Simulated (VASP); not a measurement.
OSZICAR of a VASP run on MnO (atoms displaced from the space group 225 structure):

OSZICAR:
```
       N       E                     dE             d eps       ncg     rms          rms(c)
DAV:   1     0.449750370426E+03    0.44975E+03   -0.22437E+04  5916   0.202E+03
DAV:   2     0.130734369675E+02   -0.43668E+03   -0.42874E+03  5953   0.555E+02
DAV:   3    -0.364784510505E+02   -0.49552E+02   -0.48615E+02  7995   0.173E+02
DAV:   4    -0.378499115043E+02   -0.13715E+01   -0.13370E+01  6545   0.290E+01
DAV:   5    -0.378736190127E+02   -0.23708E-01   -0.23698E-01  6913   0.430E+00    0.194E+01
DAV:   6    -0.330985573556E+02    0.47751E+01   -0.45946E+01  7730   0.547E+01    0.159E+01
DAV:   7    -0.331049333617E+02   -0.63760E-02   -0.41086E+00  6689   0.230E+01    0.102E+01
DAV:   8    -0.330987994363E+02    0.61339E-02   -0.11454E+00  7201   0.771E+00    0.553E+00
DAV:   9    -0.330766965629E+02    0.22103E-01   -0.11039E-01  7926   0.431E+00    0.108E+00
DAV:  10    -0.330806349086E+02   -0.39383E-02   -0.35842E-02  6770   0.126E+00    0.402E-01
DAV:  11    -0.330805342915E+02    0.10062E-03   -0.47835E-03  7003   0.483E-01    0.103E-01
DAV:  12    -0.330806161641E+02   -0.81873E-04   -0.13566E-04  6573   0.106E-01    0.434E-02
DAV:  13    -0.330806365165E+02   -0.20352E-04   -0.41119E-05  6887   0.560E-02    0.249E-02
DAV:  14    -0.330806430487E+02   -0.65322E-05   -0.74898E-06  6741   0.236E-02    0.664E-03
DAV:  15    -0.330806431164E+02   -0.67676E-07   -0.72143E-07  3654   0.106E-02
   1 F= -.33080643E+02 E0= -.33080643E+02  d E =-.832141E-21  mag=    -0.0000
```

Which electronic solver shows in the log?

It is blocked Davidson (ALGO = Normal, or the opening steps of other solvers). The INCAR had ALGO = Normal.

How was spin treated?

Collinear spin (ISPIN = 2): the summary line carries one mag value, 0.00 μB in the cell.

Can the final energy be trusted as converged?

The calculation finished and met its thresholds. It stopped with EDIFF = 1E-6, NELM = 100 (PBE GGA, plane waves, VASP's PBE PAW potentials (set 64)).

The compound is MnO in the rock salt, AFM-II order structure. The cell was not relaxed at this level, atoms are displaced from their ideal sites. The k-mesh is coarse (spacing up to 0.47 per Å, 2π included), so the numbers may not be converged in it. The run is one of a series of settings (KPOINTS 5×5×5 Γ-centred mesh against the base run), some of them coarse on purpose.
